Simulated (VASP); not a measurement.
An input for Quantum ESPRESSO's pw.x (written as the equivalent of a VASP run, and not itself run):

```
&CONTROL
  calculation = 'vc-relax'
  pseudo_dir = './pseudo'
  outdir = './out'
  tprnfor = .true.
  tstress = .true.
  nstep = 30
  forc_conv_thr = 0.00039
/
&SYSTEM
  ibrav = 0
  nat = 3
  ntyp = 2
  ecutwfc = 84
  occupations = 'smearing'
  smearing = 'gaussian'
  degauss = 0.003675
  input_dft = 'revpbe'
/
&ELECTRONS
  conv_thr = 7.3e-09
  electron_maxstep = 100
/
&IONS
/
&CELL
  cell_dofree = 'shape'
/
ATOMIC_SPECIES
  Ti 47.867 Ti.upf
  S 32.060 S.upf
CELL_PARAMETERS angstrom
     1.6885651   -2.9246810    0.0000000
     1.6885651    2.9246810    0.0000000
     0.0000000    0.0000000    7.0834745
ATOMIC_POSITIONS crystal
  Ti   0.0000000  0.0000000  0.0000000
  S    0.3333330  0.6666670  0.1959860
  S    0.6666670  0.3333330  0.8040140
K_POINTS automatic
  7 7 3 0 0 0
```

### Question
Write the VASP files for the same calculation (revPBE).

### Answer
One answer among several that fit: 
### INCAR
```
SYSTEM = TiS2
PREC = Accurate; ENCUT = 520; LREAL = .False.
LASPH = .True.
EDIFF = 1E-7; NELM = 100; ALGO = Normal
LMAXMIX = 4
ISMEAR = 0; SIGMA = 0.05
GGA = RE
IBRION = 2; NSW = 30; ISIF = 4
EDIFFG = -0.01
LWAVE = .False.; LCHARG = .False.
```

File KPOINTS:
```
Automatic mesh
0
Gamma
7 7 3
0 0 0
```

File POSCAR:
```
TiS2
1.0
  1.6885651350  -2.9246809809   0.0000000000
  1.6885651350   2.9246809809   0.0000000000
  0.0000000000   0.0000000000   7.0834745242
Ti S
1 2
direct
  0.0000000000   0.0000000000   0.0000000000
  0.3333330000   0.6666670000   0.1959859708
  0.6666670000   0.3333330000   0.8040140292
```

POTCAR, in this order: Ti_sv S (PBE.64 set). Program: vasp_std.

Limits of the translation: the potentials are each code's own (VASP's PAW set, PseudoDojo norm-conserving files in pw.x), so ENCUT and ecutwfc are chosen apart and not converted; conv_thr bounds pw.x's estimated SCF error, while EDIFF bounds the energy change between steps; forc_conv_thr acts on force components and is met together with etot_conv_thr.

The compound is TiS2 in the 1T layered structure. This cell is one point of a volume scan, at 0.94 of the reference volume. Symmetry was kept, so distortions that lower it aren't found.
